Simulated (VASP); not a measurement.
```yaml
crystal:
  lattice:
    - [0.00000, 1.95234, 1.95234]
    - [1.95234, 0.00000, 1.95234]
    - [1.95234, 1.95234, 0.00000]
  atoms:
    - { symbol: Li, position: [0.00000, 0.00000, 0.00000] }
    - { symbol: H, position: [0.50000, 0.50000, 0.50000] }
```

Computed with PBE GGA with D3 dispersion (zero damping), VASP's PBE PAW potentials (set 64) (plane waves; VASP). Settings: 520 eV cut-off, 13×13×13 Γ-centred mesh, tetrahedra with Blöchl corrections, potentials Li_sv H.

Predict the energy per atom (σ→0).

* **energy per atom (σ→0)**: -3.175 eV/atom

Only differences to runs with the same potentials and settings are physical.

The compound is LiH in the rock salt structure. It was relaxed first, which changed the volume by -12 %.
